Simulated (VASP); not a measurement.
Calculation: RPBE GGA, VASP's PBE PAW potentials (set 64) (plane waves; VASP).

A VASP calculation is set up with these files.

KPOINTS:
```
Automatic mesh
0
Gamma
9 9 6
0 0 0
```

### POSCAR
```
NiSb
1.0
  1.9804882053  -3.4303063657   0.0000000000
  1.9804882053   3.4303063657   0.0000000000
  0.0000000000   0.0000000000   5.1705443638
Ni Sb
2 2
Cart
  1.9804882053   3.4303063657   2.5852721819
  1.9804882053   3.4303063657   5.1705443638
  1.9804882053   1.1434377421   1.2926360910
  1.9804882053  -1.1434377421   3.8779082729
```

INCAR:
```
SYSTEM = NiSb
PREC = Accurate
ENCUT = 520
EDIFF = 1E-7
NELM = 100
ALGO = Normal
LREAL = .FALSE.
LASPH = .TRUE.
ISMEAR = 1
SIGMA = 0.1
GGA = RP
LMAXMIX = 4
LWAVE = .FALSE.
LCHARG = .FALSE.
ISIF = 4
IBRION = 2
NSW = 30
EDIFFG = -0.01
```

POTCAR, in this order: Ni Sb (PBE.64 set). Program: vasp_std.

Unless said otherwise, spin-orbit coupling is left out, though it shifts the bands of the heavy elements here.

Q: Predict the energy per atom (σ→0), band gap (on the k-mesh).

A: 
The energy per atom (σ→0) comes out as -4.611 eV/atom and the band gap (on the k-mesh) comes out as none (metal, semimetal or under 0.01 eV).

**OSZICAR**
```
...
DAV:   1    -0.184463672915E+02   -0.40267E-03   -0.12096E-02  1890   0.893E-01    0.136E-01
DAV:   2    -0.184461668279E+02    0.20046E-03   -0.68422E-04  2392   0.471E-01    0.999E-02
DAV:   3    -0.184461092420E+02    0.57586E-04   -0.75386E-04  2007   0.526E-01    0.799E-02
DAV:   4    -0.184460158446E+02    0.93397E-04   -0.19716E-04  2325   0.249E-01    0.882E-03
DAV:   5    -0.184460166970E+02   -0.85240E-06   -0.21246E-05  1952   0.593E-02    0.531E-03
DAV:   6    -0.184460165241E+02    0.17286E-06   -0.93291E-07  2568   0.137E-02    0.305E-03
DAV:   7    -0.184460164353E+02    0.88785E-07   -0.92055E-08   963   0.282E-03
   3 F= -.18446016E+02 E0= -.18445676E+02  d E =-.356651E-03
```

The compound is NiSb in the NiAs type structure. This cell is one point of a volume scan, at 0.97 of the reference volume. Symmetry was kept, so distortions that lower it aren't found. The run is not spin-polarised, so no magnetic state was tried.
